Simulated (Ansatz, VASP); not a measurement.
# Cross-check of FeCuSO between VASP and Ansatz, part 2 of 2

Wanted: the spread between two codes on one cell, functional and k mesh.

VASP 6.6.1 and Ansatz 0.2.0.

So far: The structure; VASP: single point, PBE.

**3. Ansatz: single point, PBE**

Level of this step: Ansatz beside VASP: Kohn-Sham DFT, plane waves, PBE (Ansatz).

Ansatz runs on its default PAW (the set named soft_2) files.

The same cell, functional, mesh and smearing now go to Ansatz, which takes its cutoff from its data sets.

Input file input.yaml:

```yaml
crystal:
  lattice:
    - [3.8219, 0.0, 0.0]
    - [0.0, 3.8219, 0.0]
    - [0.0, 0.0, 8.645]
  atoms:
    - { symbol: Cu, position: [0.5, 0.5, 0.5], spin: 0.6 }
    - { symbol: Cu, position: [0.0, 0.0, 0.5], spin: 0.6 }
    - { symbol: Fe, position: [0.0, 0.0, 0.0], spin: 3.0 }
    - { symbol: Fe, position: [0.5, 0.5, 0.0], spin: 3.0 }
    - { symbol: S, position: [0.0, 0.5, 0.6558] }
    - { symbol: S, position: [0.5, 0.0, 0.3442] }
    - { symbol: O, position: [0.0, 0.5, 0.0744] }
    - { symbol: O, position: [0.5, 0.0, 0.9256] }
hamiltonian:
  xc: pbe
  pseudopotentials: { kind: paw }
magnetization:
  spin_polarized: true
kpoints:
  mp_grid: { grid: [5, 5, 2] }
scf:
  occupations: { method: gaussian, width: 0.05 }
  n_extra_bands: 11
output:
  forces: true
  stress: true
  eigenvalues: true
  write_density: true
  write_potential: true
  elf: true
  volumetric_format: npy
```

Started as:

```bash
$ ansatz run input.yaml --threads 4 --pin off --max-ram 9216MiB --backend cpu --events-out ev --progress --plain --runs-dir out
```

Numbers of over 12 decimals in the logs are rounded to 6 here.

Log:

```text
Warning: the band count 58 (scf.n_extra_bands) hosts the net moment |M| = 7.2000 μB (N_el = 94) but caps the reachable moment at 2·n_bands − N_el = 22.0000 μB, below the 61 bands that the automatic rule leaves for it — a moment growing past the seed, or the majority channel's smearing tail, pins there with fewer empty majority states than that count leaves; raise or omit scf.n_extra_bands unless the cap is intended
scf.n_extra_bands = 11 over 47 filled bands (N_el = 94.0): the run solves 58 bands
Engine: ansatz 0.2.0, x86_64-unknown-linux-gnu
Pseudopotentials: kind: paw
Pseudopotential: Cu, paw, valence charge 19, recommended cutoff 420 eV (normal), Cu.paw.azcp
Pseudopotential: Fe, paw, valence charge 16, recommended cutoff 420 eV (normal), Fe.paw.azcp
Pseudopotential: S, paw, valence charge 6, recommended cutoff 420 eV (normal), S.paw.azcp
Pseudopotential: O, paw, valence charge 6, recommended cutoff 420 eV (normal), O.paw.azcp
Functional definition: PBE
  parameter kappa = 0.804
  parameter beta = 0.066725
  exchange = pbe_x(kappa = kappa, mu = beta*pi^2/3)
  correlation = pbe_c(beta = beta)
Crystal: 8 atoms, lattice volume = 126.277 Å³
Basis set: ecut = 420 eV, 2445 PW (Γ), exchange–correlation on 54×54×120 points (8 copies of the dense FFT grid, shifted against one another)
Bands: 58, of which v1, the nominal top of the filled ones, is band 47 counted from 1 (46 counted from 0)
Symmetry: 16 space group operations
Space group: P4/nmm (ITA 129), of the structure as read, at distance tolerance 5.0e-5 Å
Magnetic group: BNS 129.411 (UNI 1071), of the structure as read, at distance tolerance 5.0e-5 Å
k-points: 12 of 50
Non-local potential: Cu, projectors of the file, l = 0: 3, l = 1: 2, l = 2: 3, l = 3: 1
Non-local potential: Fe, projectors of the file, l = 0: 3, l = 1: 2, l = 2: 3, l = 3: 1
Non-local potential: S, projectors of the file, l = 0: 2, l = 1: 2, l = 2: 2
Non-local potential: O, projectors of the file, l = 0: 2, l = 1: 2, l = 2: 1
PAW form: soft (Blöchl's): semilocal exchange-correlation on the pseudo side does not see the compensation charge
PAW one-centre angular grid: Cu, 590 points (default); XC on 64 Gauss nodes
PAW one-centre angular grid: Fe, 590 points (default); XC on 64 Gauss nodes
PAW one-centre angular grid: S, 110 points (default); XC on 64 Gauss nodes
PAW one-centre angular grid: O, 110 points (default); XC on 64 Gauss nodes
Starting moments: Σ|m| = 7.2 μB on 4 of 8 sites
Initial wavefunctions: pseudopotential atomic-orbital guess
Functional: x = pbe(κ = 0.804, μ = 0.219515), c = pbe(β = 0.066725)
SCF iter   1: F=—  HF=-25149.626139 eV  |F-HF|=—  |Δ(HF+E_count)|=         —  Δρ=5.62e-2 (↑5.62e-2 ↓5.17e-2)  dr2=2.58e1  dr2_m=8.48e-1  M=6.655 μB ∫|m|=6.681 μB  β_m=0.30  ethr=3.10e-3  ⟨swp⟩=5.9  Hψ=5138  notcnv=0  defer=5
Mixer restart at iter 1: flushing history
preconditioner: auto → Kerker (q_TF=auto, 2.597 Å⁻¹)  [metal: Δε(μ)=0.004 eV  Ē_g=8.040 eV  σ=0.050 eV  W_gap=0.05  n_scr=38 (ndim 8)  ℏωp=26.0 eV  f_vac=0.054  D(μ)=12.58/eV (n_scr^D=158)]
spin=Collinear: Kerker preconditioning applied to the charge; magnetization (m = ρ↑ − ρ↓) channel mixes plain (no charge-response kernel on spin).
SCF iter   2: F=—  HF=-25149.041835 eV  |F-HF|=—  |Δ(HF+E_count)|=   5.84e-1  Δρ=6.71e-2 (↑6.71e-2 ↓6.17e-2)  dr2=3.68e0  dr2_m=4.15e0  M=8.898 μB ∫|m|=8.900 μB  β_m=0.39  ethr=3.10e-3  ⟨swp⟩=2.4  Hψ=2560  notcnv=0  defer=91
SCF iter   3: F=—  HF=-25148.894593 eV  |F-HF|=—  |Δ(HF+E_count)|=   1.47e-1  Δρ=4.19e-2 (↑3.80e-2 ↓4.19e-2)  dr2=3.72e0  dr2_m=1.70e0  M=8.839 μB ∫|m|=8.858 μB  β_m=0.56  ethr=3.10e-3  ⟨swp⟩=2.0  Hψ=2183  notcnv=0  defer=93
SCF iter   4: F=—  HF=-25149.099295 eV  |F-HF|=—  |Δ(HF+E_count)|=   2.05e-1  Δρ=5.02e-2 (↑3.37e-2 ↓5.02e-2)  dr2=5.78e0  dr2_m=1.26e-1  M=8.532 μB ∫|m|=8.543 μB  β_m=0.48  ethr=3.10e-3  ⟨swp⟩=2.4  Hψ=2113  notcnv=0  defer=89
SCF iter   5: F=—  HF=-25148.639878 eV  |F-HF|=—  |Δ(HF+E_count)|=   4.59e-1  Δρ=1.24e-2 (↑1.24e-2 ↓1.06e-2)  dr2=8.67e-1  dr2_m=9.90e-2  M=8.846 μB ∫|m|=8.856 μB  β_m=0.63  ethr=3.10e-3  ⟨swp⟩=2.2  Hψ=2345  notcnv=0  defer=84
SCF iter   6: F=—  HF=-25148.626251 eV  |F-HF|=—  |Δ(HF+E_count)|=   1.36e-2  Δρ=1.08e-2 (↑1.01e-2 ↓1.08e-2)  dr2=5.54e-1  dr2_m=6.34e-2  M=8.840 μB ∫|m|=8.853 μB  β_m=0.60  ethr=9.23e-4  ⟨swp⟩=1.5  Hψ=1745  notcnv=0  defer=84
SCF iter   7: F=—  HF=-25148.584003 eV  |F-HF|=—  |Δ(HF+E_count)|=   4.22e-2  Δρ=4.94e-3 (↑4.94e-3 ↓4.67e-3)  dr2=1.84e-2  dr2_m=2.25e-2  M=8.795 μB ∫|m|=8.812 μB  β_m=0.63  ethr=5.89e-4  ⟨swp⟩=2.0  Hψ=1899  notcnv=0  defer=84
SCF iter   8: F=—  HF=-25148.583988 eV  |F-HF|=—  |Δ(HF+E_count)|=         —  Δρ=2.67e-3 (↑2.08e-3 ↓2.67e-3)  dr2=1.25e-2  dr2_m=4.03e-3  M=8.766 μB ∫|m|=8.782 μB  β_m=0.63  ethr=1.96e-5  ⟨swp⟩=1.8  Hψ=2087  notcnv=0  defer=84
Mixer restart at iter 8: flushing history
[...]
SCF iter  11: F=—  HF=-25148.586196 eV  |F-HF|=—  |Δ(HF+E_count)|=   2.80e-4  Δρ=7.10e-4 (↑4.08e-4 ↓7.10e-4)  dr2=1.53e-3  dr2_m=1.00e-4  M=8.775 μB ∫|m|=8.790 μB  β_m=0.53  ethr=8.85e-6  ⟨swp⟩=2.0  Hψ=1975  notcnv=0  defer=85
SCF iter  12: F=—  HF=-25148.586271 eV  |F-HF|=—  |Δ(HF+E_count)|=   7.42e-5  Δρ=5.05e-4 (↑1.87e-4 ↓5.05e-4)  dr2=8.73e-4  dr2_m=5.54e-5  M=8.773 μB ∫|m|=8.788 μB  β_m=0.70  ethr=1.63e-6  ⟨swp⟩=1.6  Hψ=1702  notcnv=0  defer=85
SCF iter  13: F=—  HF=-25148.586436 eV  |F-HF|=—  |Δ(HF+E_count)|=   1.65e-4  Δρ=3.52e-4 (↑2.77e-4 ↓3.52e-4)  dr2=7.31e-4  dr2_m=5.22e-6  M=8.772 μB ∫|m|=8.787 μB  β_m=0.60  ethr=9.28e-7  ⟨swp⟩=2.0  Hψ=1730  notcnv=0  defer=85
SCF iter  14: F=—  HF=-25148.586402 eV  |F-HF|=—  |Δ(HF+E_count)|=   3.41e-5  Δρ=1.03e-4 (↑6.23e-5 ↓1.03e-4)  dr2=5.51e-5  dr2_m=2.39e-6  M=8.768 μB ∫|m|=8.782 μB  β_m=0.69  ethr=7.77e-7  ⟨swp⟩=1.0  Hψ=1392  notcnv=0  defer=85
SCF iter  15: F=—  HF=-25148.586394 eV  |F-HF|=—  |Δ(HF+E_count)|=   7.84e-6  Δρ=5.47e-5 (↑3.00e-5 ↓5.47e-5)  dr2=8.31e-6  dr2_m=6.48e-7  M=8.765 μB ∫|m|=8.780 μB  β_m=0.82  ethr=5.86e-8  ⟨swp⟩=2.0  Hψ=1744  notcnv=0  defer=85
SCF iter  16: F=—  HF=-25148.586395 eV  |F-HF|=—  |Δ(HF+E_count)|=   1.63e-6  Δρ=1.91e-5 (↑1.14e-5 ↓1.91e-5)  dr2=7.09e-7  dr2_m=1.01e-7  M=8.766 μB ∫|m|=8.780 μB  β_m=0.91  ethr=8.84e-9  ⟨swp⟩=2.2  Hψ=1868  notcnv=0  defer=85
SCF iter  17: F=—  HF=-25148.586396 eV  |F-HF|=—  |Δ(HF+E_count)|=   2.75e-7  Δρ=9.22e-6 (↑2.39e-6 ↓9.22e-6)  dr2=1.48e-7  dr2_m=1.85e-8  M=8.766 μB ∫|m|=8.780 μB  β_m=0.95  ethr=7.54e-10  ⟨swp⟩=2.0  Hψ=2305  notcnv=0  defer=85
SCF iter  18: F=—  HF=-25148.586396 eV  |F-HF|=—  |Δ(HF+E_count)|=   3.20e-8  Δρ=4.63e-6 (↑2.38e-6 ↓4.63e-6)  dr2=2.80e-8  dr2_m=5.43e-9  M=8.766 μB ∫|m|=8.780 μB  β_m=0.98  ethr=1.58e-10  ⟨swp⟩=2.2  Hψ=1953  notcnv=0  defer=85
SCF iter  19: F=—  HF=-25148.586396 eV  |F-HF|=—  |Δ(HF+E_count)|=   1.77e-8  Δρ=6.66e-6 (↑1.42e-6 ↓6.66e-6)  dr2=1.10e-7  dr2_m=1.05e-8  M=8.766 μB ∫|m|=8.780 μB  β_m=0.97  ethr=2.98e-11  ⟨swp⟩=2.0  Hψ=2282  notcnv=0  defer=85
SCF iter  20: F=-25148.586396 eV  HF=-25148.586396 eV  |F-HF|=2.18e-9  |Δ(HF+E_count)|=  7.64e-10  Δρ=1.34e-6 (↑8.26e-7 ↓1.34e-6)  dr2=3.58e-9  dr2_m=2.68e-10  M=8.766 μB ∫|m|=8.780 μB  ethr=2.98e-11  ⟨swp⟩=11.7  Hψ=8973  notcnv=0
SCF 1 converged in 20 iterations: F = -25148.586396 eV  dr2 = 3.58e-9
  greatest PAW one-centre occupation: 1.004 electrons in one spin orbital (limit 2), on the Fe atom at site 3 (counted from 0), in its partial waves of l = 1
SCF converged after 20 iterations
Magnetization: 8.7658 μB (51.3829 up, 42.6171 down)
Absolute magnetization: 8.7802 μB (∫|ρ↑−ρ↓|, with the PAW one-centre terms)
Spin contamination: 0.0654 ħ² per cell (⟨S²⟩ above its minimum at these occupations)
Per-site moments (μB) at R_I (Å): [(0.079026, 0.964390), (0.079026, 0.964390), (3.410121, 0.831719), (3.410121, 0.831719), (0.086923, 0.964390), (0.086923, 0.964390), (0.379698, 0.831719), (0.379698, 0.831719)]
Free energy (F): -25148.586396 eV
Harris-Foulkes:  -25148.586396 eV  (|F-HF|=2.18e-9)
Internal energy: -25148.579036 eV  (E = F + TS)
E sigma→0 (E₀):  -25148.582716 eV
Entropy (-TS):   -0.007359 eV (-0.920 meV/atom)
Fermi energy:    8.385059 eV
--- Per-component energies (eV) ---
  E_band       = -1792.058647
  E_kinetic    = 1834.592196
  E_local      = -19272.459413  (includes V_loc(G=0)·N_el)
  E_nonlocal   = 1396.090574
  E_hartree    = 8364.337353
  E_xc         = -745.282477
  E_vxc        = -882.652525  (∫ρ·V_xc dr)
  E_paw        = -7584.839490  (= ΣΔE_a)
  E_vpaw       = -1596.307372  (= ΣTr[D̂ρ^β])
  E_aug_tail   = 0.007061  (compensation charges beyond the density's cutoff)
  E_ewald      = -9141.024839
  E_smearing   = -0.007359  (= −TS)
  E_closure    = -0.000000  (closes the sum)
  Σ components = -25148.586396   (vs F -25148.586396, Δ=0.00e0)
--- Forces (eV/Å), atoms counted from 1 ---
  atom   1  Cu     0.00000000     0.00000000     0.00000000
  atom   2  Cu     0.00000000     0.00000000    -0.00000000
  atom   3  Fe     0.00000000     0.00000000     0.00000000
  atom   4  Fe     0.00000000     0.00000000     0.00000000
  atom   5  S      0.00000000     0.00000000     0.04644077
  atom   6  S      0.00000000     0.00000000    -0.04644077
  atom   7  O      0.00000000     0.00000000    -0.27557989
  atom   8  O      0.00000000     0.00000000     0.27557989
  max |Σ_I F_I| component: 1.17e-28 eV/Å
--- Stress (GPa, compression-positive) ---
       -0.753007       0.000000       0.000000
        0.000000      -0.753007       0.000000
        0.000000       0.000000      -2.980934
  P = ⅓ Tr σ = -1.4956 GPa (-14.956 kbar)
--- Band table (eV; the first three rows and the last of 24) ---
  k-point 0 ↑: bands = [... 43 lower, 6.8994, 6.8994, 6.9827, 7.0655, 7.0655, 7.5328, 8.4035, 8.9926, ... 7 higher]
  k-point 1 ↑: bands = [... 43 lower, 6.8994, 6.8994, 6.9827, 7.0586, 7.0586, 7.6239, 8.1043, 9.0032, ... 7 higher]
  k-point 2 ↑: bands = [... 43 lower, 6.5597, 6.6248, 6.9322, 6.9833, 7.5886, 7.7593, 8.3071, 8.3248, ... 7 higher]
  k-point 11 ↓: bands = [... 43 lower, 8.4869, 8.6457, 8.8467, 8.8964, 9.0159, 9.3309, 9.5423, 10.6317, ... 7 higher]
```

Run time: 3.7 s. Hardware: 4 threads of Intel Xeon 6975P-C (Granite Rapids), shared host; peak memory 0.68 GiB.

The run ends at a pressure of -1.50 GPa, with forces up to 0.28 eV/Å.

**4. Comparison**

Known differences besides the potentials themselves: the data sets hold 94 valence electrons in Ansatz (default PAW (the set named soft_2) files) and 62 in VASP; the cutoff is 420 eV in Ansatz and 480 eV in VASP (PREC = Normal); VASP leaves aspherical gradient terms in its spheres out (LASPH is not set), Ansatz keeps them; site moments are counted in spheres of each program's own size. Total energies have different zeros and are not compared.

Compared:

```tsv
quantity	Ansatz	VASP	difference
pressure (GPa)	-1.50	-1.43	-0.07
pressure without Ansatz's Pulay correction (GPa)	-1.74	-1.43	-0.31
total moment (μB)	8.77	8.76	0.00
moment on Fe3 (μB)	3.41	3.66	-0.25
moment on Fe4 (μB)	3.41	3.66	-0.25
moment on O7 (μB)	0.38	0.36	+0.02
moment on O8 (μB)	0.38	0.36	+0.02
moment on S5 (μB)	0.09	0.09	0.00
moment on S6 (μB)	0.09	0.09	0.00
moment on Cu1 (μB)	0.08	0.08	0.00
moment on Cu2 (μB)	0.08	0.08	0.00
```

Forces (eV/Å; atoms numbered as in POSCAR):

```tsv
atom	Ansatz x, y, z	VASP x, y, z
Cu1	0.000, 0.000, 0.000	0.000, 0.000, 0.000
Cu2	0.000, 0.000, 0.000	0.000, 0.000, 0.000
Fe3	0.000, 0.000, 0.000	0.000, 0.000, 0.000
Fe4	0.000, 0.000, 0.000	0.000, 0.000, 0.000
S5	0.000, 0.000, 0.046	0.000, 0.000, 0.050
S6	0.000, 0.000, -0.046	0.000, 0.000, -0.050
O7	0.000, 0.000, -0.276	0.000, 0.000, -0.228
O8	0.000, 0.000, 0.276	0.000, 0.000, 0.228
```

The forces differ by 14 meV/Å r.m.s., which is 20.6 % of the r.m.s. force of 0.07 eV/Å (both taken over all components). Ansatz's pressure holds a Pulay correction of 0.25 GPa; VASP's holds none.

**5. What the set-up changes**

Further runs change the set-up of one program: Ansatz's method, potentials or start, or VASP's data sets, cutoff or form of LDA. The table gives Ansatz less VASP for each quantity, since a change that brings one quantity closer may part another.

```tsv
run	r.m.s. force difference (meV/Å)	pressure (GPa)	total moment (μB)
as above	14	-0.066	0.0050
Ansatz's larger PAW set (cutoff 1050 eV)	12	-0.046	0.0034
norm-conserving potentials (cutoff 1252 eV)	15	-0.087	0.014
```

**6. Results**

| Quantity | Value |
| --- | --- |
| r.m.s. force difference (single point, PBE) | 14 meV/Å |

What this shows: The r.m.s. force difference is 14 meV/Å (single point, PBE), beyond the 12 meV/Å picked in this series as the mark of a large difference. Single point, PBE, Ansatz's larger PAW set (cutoff 1050 eV): the difference in pressure goes from -0.066 to -0.046 GPa; the difference in total moment goes from 0.0050 to 0.0034 μB. Single point, PBE, norm-conserving potentials (cutoff 1252 eV): the difference in pressure goes from -0.066 to -0.087 GPa; the difference in total moment goes from 0.0050 to 0.014 μB. How closely two codes agree says nothing of how well the functional describes the real material.

[Lines on the potential files, build, host, timing and source positions are cut from VASP's logs without a mark.]

[Logs are printed without paths, hosts, clocks, repeated set-up lines and the standing remarks that a program may print on its own settings, such as how far it seeks lower states.]

[Hosts, paths, dates, database ids (printed as entryN), source tags and the programs' standing remarks are cut or masked in the printed files.]
